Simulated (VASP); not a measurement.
Consider the following.

```xyz
2
Lattice="0.0000 2.3489 2.3489 2.3489 0.0000 2.3489 2.3489 2.3489 0.0000" Properties=species:S:1:pos:R:3 pbc="T T T"
Na     0.0000     0.0000     0.0000
H      2.3489     2.3489     2.3489
```

Calculation: PBE GGA with D4 dispersion, VASP's PBE PAW potentials (set 64) (plane waves; VASP). Numerical set-up: 520 eV cut-off, 10×10×10 Γ-centred mesh, Gaussian smearing of 0.050 eV, potentials Na_pv H.

Task: The job: NaH (rock salt), 2 atoms, PBE-D4, static run, 520 eV, 10×10×10 Γ-centred mesh. Roughly how much core time does it take on a busy server core?

Result: About 6 core-seconds (one run on a shared machine, a rough figure). It had 47 irreducible k-points, 8 bands, up to 725 plane waves and 13 electronic steps.

The compound is NaH in the rock salt structure. This cell is one point of a volume scan, at 0.94 of the reference volume.
